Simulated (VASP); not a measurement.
Data:

```
HgIn
1.0
    1.78457     1.03032     4.28498
   -1.78457     1.03032     4.28498
    0.00000    -2.06064     4.28498
In Hg
1 1
Cartesian
  0.00000   0.00000   6.42748
  0.00000   0.00000   0.00000
```

Level of theory: LDA (Ceperley-Alder, Perdew-Zunger), VASP's LDA PAW potentials (set 64) (plane waves; VASP). Numerical set-up: 400 eV cut-off, Gaussian smearing of 0.050 eV, potentials In_d Hg.

Question: Give the energies of bands 10 to 15 at the high-symmetry points, in eV from the Fermi level.

Answer: 
```
band      Γ      T     H2      L     S0      F
----  -----  -----  -----  -----  -----  -----
10    -7.08  -7.15  -7.04  -6.74  -7.14  -6.73
11    -7.08  -7.15  -3.30  -5.20  -3.41  -3.88
12    -0.97  -6.98  -2.78  -4.49  -2.96  -3.34
13     0.84   7.62  -1.72   2.07  -1.87  -1.37
14     6.37   7.62  -1.24   2.23   0.49  -0.48
15     6.37   8.46   4.01   5.33   1.59   2.50
```

It has no gap at this level: it comes out as a metal or semimetal.

The structure comes from a measured InHg entry (R-3m) of the Crystallography Open Database, whose conditions weren't checked. It was relaxed first. The electron count is odd and the run is not spin-polarised, which forces a metal.
